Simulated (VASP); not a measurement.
## TeO: energy against volume and a worked fit

The structure is cubic, space group Pm-3m (No. 221). The conventional cell has a = 3.132 Å, b = 3.132 Å, c = 3.132 Å, α = 90.00°, β = 90.00°, γ = 90.00°. Around Te (site symmetry m-3m) lie 8 O at 2.71 Å. O (site symmetry m-3m) is surrounded by 8 Te at 2.71 Å.

The cell comes from a database or a generator and needn't be the stable form of this composition.

The cell was scaled at fixed shape and fractions and run with VASP, PBE PAW files O, Te, 520 eV; PBE, k mesh 9 × 9 × 9 on the cell of 2 atoms, fermi-dirac occupations of 0.05 eV, no spin polarisation, no spin-orbit coupling. Energies are those that the program minimises, any entropy of the smearing included. For a metal such a mesh isn't converged to the digits shown.

| V (Å³/atom) | energy over the lowest row (meV/atom) |
| --- | --- |
| 14.4418 | 19.660 |
| 14.7491 | 7.755 |
| 15.0563 | ? |
| 15.3636 | 0.000 |
| 15.6709 | 3.022 |
| 15.9782 | 9.969 |
| 16.2854 | 20.407 |

Problem. Fit the third-order Birch-Murnaghan form, give V0, B0 and B′, and predict the energy left open.

Solution. With y = (V0/V)^(2/3), E = E0 + (9 V0 B0/16) [(y - 1)³ B′ + (y - 1)² (6 - 4y)]. Least squares through the rows shown give V0 = 15.3020 Å³/atom, E0 = -0.084 meV, B0 = 117.1 GPa (1 eV/Å³ = 160.218 GPa) and B′ = 4.75, with a largest miss of 0.006 meV. At V = 15.0563 the form with these constants gives 1.403 meV; the run gave 1.399 meV an atom.
